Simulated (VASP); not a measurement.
Input:

```
CELL_PARAMETERS angstrom
      3.59818    -2.02963     0.00175
      3.59818     2.02963     0.00175
     -0.12176     0.00000     5.40621
ATOMIC_POSITIONS crystal
  Te 0.71947 0.28053 0.50000
  Se 0.01466 0.73413 0.83744
  Se 0.26587 0.98534 0.16256
```

All values below come from PBEsol GGA with spin-orbit coupling, VASP's PBE PAW potentials (set 64) (plane waves; VASP). Run with 400 eV cut-off, 6×6×4 Γ-centred mesh, Gaussian smearing of 0.050 eV, potentials Te Se.

Without a dispersion term in the relaxation, distances and binding between the weakly bound layers, chains or molecules are unreliable, and so is what depends on them.

Problem. Give the energies of bands 11 to 24 at the high-symmetry points, in eV from the valence-band maximum.

Solution. 
```csv
band,Γ,C,Y2,M2,D,A,V2
11,-3.03,-3.80,-4.19,-3.82,-5.67,-2.80,-4.04
12,-3.03,-3.68,-4.19,-3.82,-5.64,-2.80,-4.04
13,-2.02,-3.54,-3.93,-2.90,-1.29,-1.83,-3.91
14,-2.02,-3.50,-3.93,-2.90,-1.21,-1.83,-3.91
15,-1.75,-3.20,-1.00,-2.52,-0.31,-1.33,-1.66
16,-1.75,-3.16,-1.00,-2.52,-0.27,-1.33,-1.66
17,-0.86,-2.88,-0.81,-0.28,-0.14,-0.97,-0.81
18,-0.86,-2.84,-0.81,-0.28,-0.05,-0.97,-0.81
19,0.85,2.87,0.82,0.78,0.28,0.33,0.82
20,0.85,2.92,0.82,0.78,0.30,0.33,0.82
21,1.39,3.05,1.13,2.15,1.56,0.56,1.26
22,1.39,3.12,1.13,2.15,1.57,0.56,1.26
23,1.87,3.37,3.31,2.56,1.76,0.92,3.32
24,1.87,3.50,3.31,2.56,1.77,0.92,3.32
```

The gap is direct, 0.18 eV, from the valence maximum at (-0.33, 0.33, 0.50) to the conduction minimum at (-0.33, 0.33, 0.50).

The structure comes from a computed database's TeSe2 entry (C2); how it stands against other phases isn't given here. It was relaxed first, which changed the volume by -15 %.
